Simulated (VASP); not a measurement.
Output of a VASP run:

**OSZICAR**
```
...
DAV:   2    -0.158293459942E+02    0.98634E+00   -0.95004E+00  3268   0.644E+01    0.333E+00
DAV:   3    -0.155319263045E+02    0.29742E+00   -0.16588E+00  3596   0.369E+01    0.150E+00
DAV:   4    -0.155101102141E+02    0.21816E-01   -0.67961E-02  4262   0.460E+00    0.764E-01
DAV:   5    -0.155020302417E+02    0.80800E-02   -0.31702E-02  4678   0.367E+00    0.361E-01
DAV:   6    -0.154998700735E+02    0.21602E-02   -0.69654E-03  4310   0.175E+00    0.814E-02
DAV:   7    -0.154998932867E+02   -0.23213E-04   -0.11538E-03  3236   0.313E-01    0.311E-02
DAV:   8    -0.154998794218E+02    0.13865E-04   -0.79239E-05  4478   0.182E-01    0.987E-03
DAV:   9    -0.154998780551E+02    0.13668E-05   -0.75621E-06  3120   0.305E-02    0.701E-03
DAV:  10    -0.154998773656E+02    0.68949E-06   -0.20530E-06  2156   0.211E-02
   2 F= -.13132902E+02 E0= -.13133257E+02  d E =-.191445E-01
       N       E                     dE             d eps       ncg     rms          rms(c)
DAV:   1    -0.156378538324E+02   -0.13798E+00   -0.18535E+00  3276   0.243E+01    0.259E+00
DAV:   2    -0.155534349549E+02    0.84419E-01   -0.63234E-01  3276   0.158E+01    0.716E-01
DAV:   3    -0.155395052211E+02    0.13930E-01   -0.92942E-02  3732   0.789E+00    0.450E-01
DAV:   4    -0.155370375112E+02    0.24677E-02   -0.36362E-03  3988   0.166E+00    0.210E-01
DAV:   5    -0.155362109992E+02    0.82651E-03   -0.15275E-03  4662   0.804E-01    0.642E-02
DAV:   6    -0.155361464091E+02    0.64590E-04   -0.25209E-04  4316   0.293E-01    0.166E-02
DAV:   7    -0.155361481736E+02   -0.17645E-05   -0.44608E-05  3774   0.623E-02    0.496E-03
DAV:   8    -0.155361490323E+02   -0.85877E-06   -0.18399E-06  1918   0.285E-02
   3 F= -.13136719E+02 E0= -.13137068E+02  d E =-.229617E-01
       N       E                     dE             d eps       ncg     rms          rms(c)
DAV:   1    -0.155428672489E+02   -0.67191E-02   -0.32333E-01  3328   0.615E+00    0.738E-01
DAV:   2    -0.155363677052E+02    0.64995E-02   -0.26861E-02  3688   0.347E+00    0.370E-01
DAV:   3    -0.155345875546E+02    0.17802E-02   -0.66373E-03  4018   0.219E+00    0.222E-01
DAV:   4    -0.155338194959E+02    0.76806E-03   -0.10970E-03  4204   0.822E-01    0.438E-02
DAV:   5    -0.155338052837E+02    0.14212E-04   -0.18704E-04  4108   0.149E-01    0.150E-02
DAV:   6    -0.155338056637E+02   -0.38000E-06   -0.33387E-05  3908   0.113E-01    0.116E-02
DAV:   7    -0.155338024226E+02    0.32411E-05   -0.49387E-06  2932   0.592E-02    0.283E-03
DAV:   8    -0.155338027635E+02   -0.34094E-06   -0.29715E-06  1876   0.160E-02
   4 F= -.13138699E+02 E0= -.13139095E+02  d E =-.197981E-02
       N       E                     dE             d eps       ncg     rms          rms(c)
DAV:   1    -0.155555160511E+02   -0.21714E-01   -0.99701E-01  3344   0.108E+01    0.130E+00
DAV:   2    -0.155352259020E+02    0.20290E-01   -0.84276E-02  3694   0.616E+00    0.652E-01
DAV:   3    -0.155296881483E+02    0.55378E-02   -0.20930E-02  3984   0.395E+00    0.393E-01
DAV:   4    -0.155272898370E+02    0.23983E-02   -0.34088E-03  4190   0.145E+00    0.780E-02
DAV:   5    -0.155272430753E+02    0.46762E-04   -0.58449E-04  4102   0.264E-01    0.267E-02
DAV:   6    -0.155272438796E+02   -0.80430E-06   -0.10483E-04  3956   0.204E-01    0.204E-02
DAV:   7    -0.155272352188E+02    0.86608E-05   -0.20245E-05  4132   0.107E-01    0.391E-03
DAV:   8    -0.155272356746E+02   -0.45582E-06   -0.35631E-06  2630   0.186E-02
   5 F= -.13139871E+02 E0= -.13140330E+02  d E =-.315134E-02
```

File OUTCAR:
```
------------------------ aborting loop because EDIFF is reached ----------------------------------------
  FORCE on cell =-STRESS in cart. coord.  units (eV):
  Direction    XX          YY          ZZ          XY          YZ          ZX
  --------------------------------------------------------------------------------------
  Total        2.4099632      2.4099629      2.3688501      0.0000000     -0.0000000      0.0000000
  in kB      100.9465759    100.9465654     99.2244634      0.0000000     -0.0000000      0.0000000
  external PRESSURE =       0.3725349 kB  Pullay stress =     100.0000000 kB
  volume of cell :       38.25
      direct lattice vectors                 reciprocal lattice vectors
     2.613797633  0.000000000 -0.000000000     0.382585089  0.220885616 -0.000000000
    -1.306898816  2.263615032  0.000000000    -0.000000000  0.441771231  0.000000000
     0.000000000 -0.000000000  6.464796666     0.000000000 -0.000000000  0.154683906
 POSITION                                       TOTAL-FORCE (eV/Angst)
 -----------------------------------------------------------------------------------
      0.00000      0.00000     -0.00000         0.000000      0.000000      0.000000
      0.00000     -0.00000      3.23240         0.000000     -0.000000      0.000000
     -0.00000      1.50908      1.61620         0.000000     -0.000000     -0.000000
      1.30690      0.75454      4.84860        -0.000000      0.000000     -0.000000
 -----------------------------------------------------------------------------------
    total drift:                                0.000000     -0.000000      0.000000
  FREE ENERGIE OF THE ION-ELECTRON SYSTEM (eV)
  ---------------------------------------------------
  free  energy   TOTEN  =       -15.5272356746 eV

  energy  without entropy=      -15.5286124875  energy(sigma->0) =      -15.52769461
  enthalpy is  TOTEN    =       -13.1398707048 eV   P V=        2.3873649698

 reached required accuracy - stopping structural energy minimisation
```
(Selected blocks of OUTCAR.)

**POSCAR**
```
CuF
1
    2.6641810025     0.0000000002     0.0000000000
   -1.3320905010     2.3072483253     0.0000000000
   -0.0000000000    -0.0000000000     6.4723716168
Cu F
2 2
Direct
  1.0000000000   1.0000000000   1.0000000000
  1.0000000000   1.0000000000   0.5000000000
  0.3333330000   0.6666670000   0.2500000000
  0.6666670000   0.3333330000   0.7500000000
```

Write an INCAR and KPOINTS that could have produced this output.

This is not unique; one that fits is the input of the run itself, PBEsol GGA, plane waves, VASP's PBE PAW potentials (set 64).

### INCAR
```
ALGO = Normal
EDIFF = 1E-6
EDIFFG = -0.02
ENCUT = 620
GGA = PS
IBRION = 2
ISIF = 3
ISMEAR = 1
LASPH = .TRUE.
LCHARG = .FALSE.
LMAXMIX = 4
LREAL = .FALSE.
LWAVE = .FALSE.
NELM = 100
NSW = 40
PREC = Accurate
PSTRESS = 100
SIGMA = 0.1
SYSTEM = CuF
```

File KPOINTS:
```
Automatic mesh
0
Gamma
13 13 5
0 0 0
```

POTCAR, in this order: Cu F (PBE.64 set). Program: vasp_std.

Energy and stress use the plane-wave basis of the starting cell.

The structure was generated: CuF was put into the NiAs type type (P6_3/mmc), which need not be its known phase. This run relaxes it under an external pressure of 10 GPa. Symmetry was kept, so distortions that lower it aren't found.
